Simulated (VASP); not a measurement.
```xyz
3
Lattice="1.9067 -3.3024 0.0000 1.9067 3.3024 0.0000 0.0000 0.0000 7.3356" Properties=species:S:1:pos:R:3 pbc="T T T"
Sn     0.0000     0.0000     0.0000
Se     1.9067     1.1008     1.5750
Se     1.9067    -1.1008     5.7606
```

The numbers are results of TPSS meta-GGA, VASP's PBE PAW potentials (set 64) (plane waves; VASP), not measurements. Run with 520 eV cut-off, 7×7×3 Γ-centred mesh, Gaussian smearing of 0.050 eV, potentials Sn_d Se.

Without a dispersion term in the relaxation, distances and binding between the weakly bound layers, chains or molecules are unreliable, and so is what depends on them.

Task: The ions and cell shape at fixed volume are relaxed. Give the cell that the relaxation ends in.

Result: 
```xyz
3
Lattice="1.9237 -3.3320 0.0000 1.9237 3.3320 0.0000 0.0000 0.0000 7.2060" Properties=species:S:1:pos:R:3 pbc="T T T"
Sn     0.0000     0.0000     0.0000
Se     1.9237     1.1107     1.5936
Se     1.9237    -1.1107     5.6124
```
Space group P-3m1 (164), at a tolerance of 0.03 Å.

Task: How much energy does the relaxation gain?

Result: The energy (σ→0) changes by -4.6 meV/atom, in 8 ionic steps.

The compound is SnSe2 in the 1T layered structure. This cell is one point of a volume scan, at 0.97 of the reference volume. Symmetry was kept, so distortions that lower it aren't found.
